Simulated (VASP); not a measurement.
Here is the system:

```
AlNi
1.0
    2.86177     0.00000    -0.02862
    0.00000     2.86177     0.00000
   -0.02862     0.00000     2.86177
Al Ni
1 1
Direct
  0.50000   0.50000   0.50000
  0.00000   0.00000   0.00000
```

Computed with r2SCAN meta-GGA, VASP's PBE PAW potentials (set 64) (plane waves; VASP). Numerical set-up: 480 eV cut-off, 12×12×12 Γ-centred mesh, first-order Methfessel-Paxton smearing of 0.10 eV, potentials Al Ni.

### Question
Give the stress tensor in GPa (positive for a compressed cell).

### Answer

```
0.19  0.00  2.61
0.00  0.18  0.00
2.61  0.00  0.19
```
The pressure is its mean diagonal, 0.19 GPa.

The compound is NiAl in the CsCl type structure. This cell was strained or had an atom moved on purpose. The run is not spin-polarised, so no magnetic state was tried. The electron count is odd and the run is not spin-polarised, which forces a metal.
